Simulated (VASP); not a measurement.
An input for Quantum ESPRESSO's pw.x (written as the equivalent of a VASP run, and not itself run):

```
&CONTROL
  calculation = 'vc-relax'
  pseudo_dir = './pseudo'
  outdir = './out'
  tprnfor = .true.
  tstress = .true.
  nstep = 40
  forc_conv_thr = 0.00078
/
&SYSTEM
  ibrav = 0
  nat = 6
  ntyp = 2
  ecutwfc = 84
  occupations = 'smearing'
  smearing = 'gaussian'
  degauss = 0.003675
  input_dft = 'pbesol'
/
&ELECTRONS
  conv_thr = 7.3e-08
  electron_maxstep = 100
/
&IONS
/
&CELL
/
ATOMIC_SPECIES
  Si 28.085 Si.upf
  O 15.999 O.upf
CELL_PARAMETERS angstrom
     4.1918839    0.0000000    0.0000000
     0.0000000    4.1918839    0.0000000
     0.0000000    0.0000000    2.6820884
ATOMIC_POSITIONS crystal
  Si   0.0000000  0.0000000  0.0000000
  Si   0.5000000  0.5000000  0.5000000
  O    0.3058824  0.3058824  0.0000000
  O    0.8058824  0.1941176  0.5000000
  O    0.1941176  0.8058824  0.5000000
  O    0.6941176  0.6941176  0.0000000
K_POINTS automatic
  5 5 8 0 0 0
```

**Question.** Translate this input to VASP (INCAR, KPOINTS, POSCAR, choice of POTCAR).

**Answer.** One answer among several that fit: 
### KPOINTS
```
Automatic mesh
0
Gamma
5 5 8
0 0 0
```

### POSCAR
```
SiO2
1
    4.1918838575     0.0000000000     0.0000000000
    0.0000000000     4.1918838575     0.0000000000
    0.0000000000     0.0000000000     2.6820883688
Si O
2 4
Direct
  0.0000000000   0.0000000000   0.0000000000
  0.5000000000   0.5000000000   0.5000000000
  0.3058824128   0.3058824128   0.0000000000
  0.8058824128   0.1941175872   0.5000000000
  0.1941175872   0.8058824128   0.5000000000
  0.6941175872   0.6941175872   0.0000000000
```

**INCAR**
```
! general
SYSTEM = SiO2
PREC   = Accurate
ENCUT  = 620
LREAL  = .False.
LASPH  = .True.

! electronic loop
EDIFF  = 1E-6
NELM   = 100
ALGO   = Normal

! smearing
ISMEAR = 0
SIGMA  = 0.05

! functional
GGA    = PS

! ions
IBRION = 2
NSW    = 40
ISIF   = 3
EDIFFG = -0.02

! output
LWAVE  = .False.
LCHARG = .False.
```

POTCAR, in this order: Si O (PBE.64 set). Program: vasp_std.

The two are equivalent in intent, not identical: the potentials are each code's own (VASP's PAW set, PseudoDojo norm-conserving files in pw.x), so ENCUT and ecutwfc are chosen apart and not converted; conv_thr bounds pw.x's estimated SCF error, while EDIFF bounds the energy change between steps; forc_conv_thr acts on force components and is met together with etot_conv_thr.

The compound is SiO2 in the rutile structure, stishovite, a high-pressure form. It was relaxed first.
